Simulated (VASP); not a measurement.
Given:

```
BN
1.0
    1.27107    -2.20156     0.00000
    1.27107     2.20156     0.00000
    0.00000     0.00000     4.22550
B N
2 2
Direct
  0.66667   0.33333   0.50024
  0.33333   0.66667   0.00024
  0.66667   0.33333   0.87476
  0.33333   0.66667   0.37476
```

Calculation: PBE GGA, VASP's PBE PAW potentials (set 64) (plane waves; VASP 6.6.1). Numerical set-up: 600 eV cut-off, 12×12×6 Γ-centred mesh, Gaussian smearing of 0.050 eV, potentials B N.

**Question.** Give the stress tensor in GPa (positive for a compressed cell).

**Answer.** 
```
5.21  0.00  0.00
0.00  5.21  0.00
0.00  0.00  0.28
```
The pressure is its mean diagonal, 3.57 GPa.

The compound is BN in the wurtzite structure, a metastable high-pressure form. This cell was strained or had an atom moved on purpose.
